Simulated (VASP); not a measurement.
These are PBE GGA, VASP's PBE PAW potentials (set 64) (plane waves; VASP) values and carry that method's errors.

The input files of a VASP run:

KPOINTS:
```
Automatic mesh
0
Gamma
1 1 1
0 0 0
```

**INCAR**
```
ALGO=Fast
EDIFF=1E-5
EDIFFG=-0.03
ENCUT=400
GGA=PE
IBRION=2
ISIF=2
ISMEAR=0
ISPIN=2
ISYM=0
LASPH=.TRUE.
LCHARG=.FALSE.
LMAXMIX=4
LORBIT=10
LREAL=Auto
LWAVE=.FALSE.
MAGMOM=64*0.0156
NELECT=573.0
NELM=100
NELMIN=4
NSW=60
NUPDOWN=1
PREC=Normal
SIGMA=0.05
SYSTEM=Zn32AsSe31
```

### POSCAR
```
Zn32AsSe31
1.0
 11.4825331920   0.0000000000   0.0000000000
  0.0000000000  11.4825331920   0.0000000000
  0.0000000000   0.0000000000  11.4825331920
Zn Se As
32 31 1
Cartesian
  5.7412665960   0.0000000000   0.0000000000
  8.6118998940   2.8706332980   0.0000000000
  8.6118998940   0.0000000000   2.8706332980
  0.0000000000   0.0000000000   0.0000000000
  2.8706332980   2.8706332980   0.0000000000
  5.7412665960   5.7412665960   0.0000000000
  8.6118998940   8.6118998940   0.0000000000
  2.8706332980   0.0000000000   2.8706332980
  5.7166710099   2.8270341195   2.9138880005
  8.6008651796   5.7289917680   2.8859854449
  5.7412665960   0.0000000000   5.7412665960
  8.6392053579   2.8515952580   5.7896884385
  8.6118998940   0.0000000000   8.6118998940
  0.0000000000   5.7412665960   0.0000000000
  2.8706332980   8.6118998940   0.0000000000
  0.0000000000   2.8706332980   2.8706332980
  2.8706332980   5.7412665960   2.8706332980
  5.7412665960   8.6118998940   2.8706332980
  0.0000000000   0.0000000000   5.7412665960
  2.8706332980   2.8706332980   5.7412665960
  5.7358812879   5.7133640403   5.7803186914
  8.6118998940   8.6118998940   5.7412665960
  2.8706332980   0.0000000000   8.6118998940
  5.7412665960   2.8706332980   8.6118998940
  8.6118998940   5.7412665960   8.6118998940
  0.0000000000   8.6118998940   2.8706332980
  0.0000000000   5.7412665960   5.7412665960
  2.8706332980   8.6118998940   5.7412665960
  0.0000000000   2.8706332980   8.6118998940
  2.8706332980   5.7412665960   8.6118998940
  5.7412665960   8.6118998940   8.6118998940
  0.0000000000   8.6118998940   8.6118998940
  7.1765832450   1.4353166490   1.4353166490
 10.0472165430   4.3059499470   1.4353166490
 10.0472165430   1.4353166490   4.3059499470
  1.4353166490   1.4353166490   1.4353166490
  4.3059499470   4.3059499470   1.4353166490
  7.1765832450   7.1765832450   1.4353166490
 10.0472165430  10.0472165430   1.4353166490
  4.3059499470   1.4353166490   4.3059499470
 10.0472165430   7.1765832450   4.3059499470
  7.1765832450   1.4353166490   7.1765832450
 10.0472165430   4.3059499470   7.1765832450
 10.0472165430   1.4353166490  10.0472165430
  1.4353166490   7.1765832450   1.4353166490
  4.3059499470  10.0472165430   1.4353166490
  1.4353166490   4.3059499470   4.3059499470
  4.3059499470   7.1765832450   4.3059499470
  7.1765832450  10.0472165430   4.3059499470
  1.4353166490   1.4353166490   7.1765832450
  4.3059499470   4.3059499470   7.1765832450
  7.1765832450   7.1765832450   7.1765832450
 10.0472165430  10.0472165430   7.1765832450
  4.3059499470   1.4353166490  10.0472165430
  7.1765832450   4.3059499470  10.0472165430
 10.0472165430   7.1765832450  10.0472165430
  1.4353166490  10.0472165430   4.3059499470
  1.4353166490   7.1765832450   7.1765832450
  4.3059499470  10.0472165430   7.1765832450
  1.4353166490   4.3059499470  10.0472165430
  4.3059499470   7.1765832450  10.0472165430
  7.1765832450  10.0472165430  10.0472165430
  1.4353166490  10.0472165430  10.0472165430
  7.1813025661   4.3532694663   4.3461847433
```

POTCAR, in this order: Zn Se As (PBE.64 set). Program: vasp_gam.

Task: What will the output report for the number of irreducible k-points (NKPTS), largest plane-wave count, FFT grid (NGX, NGY, NGZ)?

Result: 
| Item | Result |
|---|---|
| number of irreducible k-points (NKPTS) | 1 |
| largest plane-wave count | 13805 |
| FFT grid (NGX, NGY, NGZ) | 56 × 56 × 56 |

The cell is a supercell with a defect, built from ZnSe (zinc blende): As_Se, charge +2.
